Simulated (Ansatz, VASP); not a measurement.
# Cross-check of Hf (Hafnium) between VASP and Ansatz, part 2 of 2

Wanted: the spread between two codes on one cell, functional and k mesh. The cell is taken from a series of runs on this material, whose earlier steps may have relaxed, scaled, displaced or heated it; both programs get it as it stands.

VASP 6.6.1 and Ansatz 0.2.0.

So far: The structure; Ansatz: zone-centre phonons, PBEsol; VASP: zone-centre phonons, PBEsol.

## Step 3: VASP: zone-centre phonons, PBEsol (continued)

Level of this step: PBEsol; plane waves and PAW (Hf_pv) (VASP).

Numbers of over 12 decimals in the logs are rounded to 6 here.

OUTCAR, selected parts (step 3):

```text
ion  position               nearest neighbor table
   1  0.333  0.667  0.250-   2 3.03   2 3.03   2 3.03   2 3.03   2 3.03   2 3.03
   2  0.667  0.333  0.750-   1 3.03   1 3.03   1 3.03   1 3.03   1 3.03   1 3.03

  LATTYP: Found a hexagonal cell.
 ALAT       =     3.1974025738
 C/A-ratio  =     1.4998313728

 Subroutine GETGRP returns: Found 24 space group operations
 (whereof 12 operations were pure point group operations)

The static configuration has the point symmetry D_3d.
 The point group associated with its full space group is D_6h.

 Found    135 irreducible k-points:

   k-points           NKPTS =    135   k-points in BZ     NKDIM =    135   number of bands    NBANDS=     16

   dimension x,y,z NGX =    24 NGY =   24 NGZ =   36
   dimension x,y,z NGXF=    48 NGYF=   48 NGZF=   72

   ENCUT  =  500.0 eV  36.75 Ry    6.06 a.u.   5.83  5.83  8.74*2*pi/ulx,y,z

   NELECT =      20.0000    total number of electrons

 k-points in reciprocal lattice and weights: Automatic mesh
   0.00000000  0.00000000  0.00000000       0.001
   0.06666667 -0.00000000  0.00000000       0.003
   0.13333333 -0.00000000  0.00000000       0.003
   0.20000000  0.00000000  0.00000000       0.003
   0.26666667 -0.00000000  0.00000000       0.003
   0.33333333  0.00000000  0.00000000       0.003
   0.40000000 -0.00000000  0.00000000       0.003
   0.46666667  0.00000000  0.00000000       0.003
   0.06666667  0.06666667  0.00000000       0.003
[...]
0.33333333  0.26666667  0.50000000       0.007
   0.33333333  0.33333333  0.50000000       0.001

 average (electrostatic) potential at core
       1 -36.6554       2 -36.6554

  Total       -0.0935420     -0.0935420      1.8140734      0.0000000      0.0000000      0.0000000
  in kB       -3.5298157     -3.5298157     68.4542507      0.0000000      0.0000000      0.0000000
  external PRESSURE =      20.4648731 kB  Pullay stress =       0.0000000 kB

  energy-cutoff  :      500.00
  volume of cell :       42.46
      direct lattice vectors                 reciprocal lattice vectors
     3.197402574  0.000000000  0.000000000     0.312753861  0.180568526  0.000000000
    -1.598701287  2.769031855  0.000000000     0.000000000  0.361137052  0.000000000
     0.000000000  0.000000000  4.795564692     0.000000000  0.000000000  0.208526016

 POSITION                                       TOTAL-FORCE (eV/Angst)
 -----------------------------------------------------------------------------------
      0.00000      1.84602      1.19889        -0.000000      0.000000      0.000000
      1.59870      0.92301      3.59667         0.000000     -0.000000      0.000000
 -----------------------------------------------------------------------------------
    total drift:                               -0.000000     -0.000000      0.000000

 Eigenvectors and eigenvalues of the dynamical matrix
 ----------------------------------------------------

   1 f  =    4.287187 THz    26.937189 2PiTHz  143.005159 cm-1    17.730372 meV
             X         Y         Z           dx          dy          dz
      0.000000  1.846021  1.198891     0.000000    0.000000   -0.707107
      1.598701  0.923011  3.596674     0.000000    0.000000    0.707107

   2 f  =    2.573599 THz    16.170399 2PiTHz   85.846021 cm-1    10.643545 meV
             X         Y         Z           dx          dy          dz
      0.000000  1.846021  1.198891    -0.707107    0.000000    0.000000
      1.598701  0.923011  3.596674     0.707107    0.000000    0.000000

   3 f  =    2.573599 THz    16.170399 2PiTHz   85.846021 cm-1    10.643545 meV
             X         Y         Z           dx          dy          dz
      0.000000  1.846021  1.198891     0.000000   -0.707107    0.000000
      1.598701  0.923011  3.596674     0.000000    0.707107    0.000000

   4 f  =    0.000000 THz     0.000000 2PiTHz    0.000000 cm-1     0.000000 meV
             X         Y         Z           dx          dy          dz
      0.000000  1.846021  1.198891     0.707107    0.000000    0.000000
      1.598701  0.923011  3.596674     0.707107    0.000000    0.000000

   5 f  =    0.000000 THz     0.000000 2PiTHz    0.000000 cm-1     0.000000 meV
             X         Y         Z           dx          dy          dz
      0.000000  1.846021  1.198891     0.000000    0.707107    0.000000
      1.598701  0.923011  3.596674     0.000000    0.707107    0.000000

   6 f  =    0.000000 THz     0.000000 2PiTHz    0.000000 cm-1     0.000000 meV
             X         Y         Z           dx          dy          dz
      0.000000  1.846021  1.198891     0.000000    0.000000    0.707107
      1.598701  0.923011  3.596674     0.000000    0.000000    0.707107

 ELASTIC MODULI CONTR FROM IONIC RELAXATION (kBar)
 Direction    XX          YY          ZZ          XY          YZ          ZX
 --------------------------------------------------------------------------------
 XX        -185.4260    185.4260     -0.0000     -0.0000      0.0000      0.0000
 YY         185.4260   -185.4260      0.0000      0.0000      0.0000      0.0000
 ZZ          -0.0000      0.0000     -0.0000     -0.0000      0.0000      0.0000
 XY          -0.0000      0.0000     -0.0000   -185.4260      0.0000      0.0000
 YZ           0.0000      0.0000      0.0000      0.0000      0.0000      0.0000
 ZX           0.0000      0.0000      0.0000      0.0000      0.0000      0.0000
 --------------------------------------------------------------------------------
```

Harder data sets than Hf_pv exist (the GW ones), and pressures, volumes and forces can shift noticeably with them.

## Step 4: Differences

Known differences besides the potentials themselves: the data sets hold 52 valence electrons in Ansatz (on its PAW soft_1 files) and 20 in VASP; the cutoff is 420 eV in Ansatz and 500 eV in VASP; Ansatz makes its cores anew for this functional, VASP keeps those of its PBE data sets. Total energies have different zeros and are not compared.

Compared:

| quantity | Ansatz | VASP | difference |
| --- | --- | --- | --- |
| optical mode 1 to 2 (cm⁻¹) | 85.3 | 85.8 | -0.61 % |
| optical mode 3 (cm⁻¹) | 144.6 | 143.0 | +1.11 % |

Modes are paired by rising frequency, not by their patterns, so a pair may set unlike modes beside each other; they are those without the splitting of longitudinal modes.

## Step 5: Outcome

```
r.m.s. difference of the optical zone-centre modes, each program's sorted by frequency (zone-centre phonons, PBEsol) : 1.0 cm⁻¹
difference in optical mode 3 (zone-centre phonons, PBEsol)                                                           : +1.1 %
```

The r.m.s. difference of the optical zone-centre modes, each program's sorted by frequency is 1.0 cm⁻¹ (zone-centre phonons, PBEsol). The data sets hold unlike numbers of valence electrons (52 in Ansatz and 20 in VASP), so part of the differences comes from the potentials. Among the rows given in per cent, the largest difference of the zone-centre phonons, PBEsol pair is in optical mode 3, +1.1 %. Such differences can come from data sets, numerical settings and the points named under the comparisons, not from the functional's error against experiment.

[Lines on the potential files, build, host, timing and source positions are cut from VASP's logs without a mark.]

[Logs are printed without paths, hosts, clocks, repeated set-up lines and the standing remarks that a program may print on its own settings, such as how far it seeks lower states.]

[Hosts, paths, dates, database ids (printed as entryN), source tags and the programs' standing remarks are cut or masked in the printed files.]
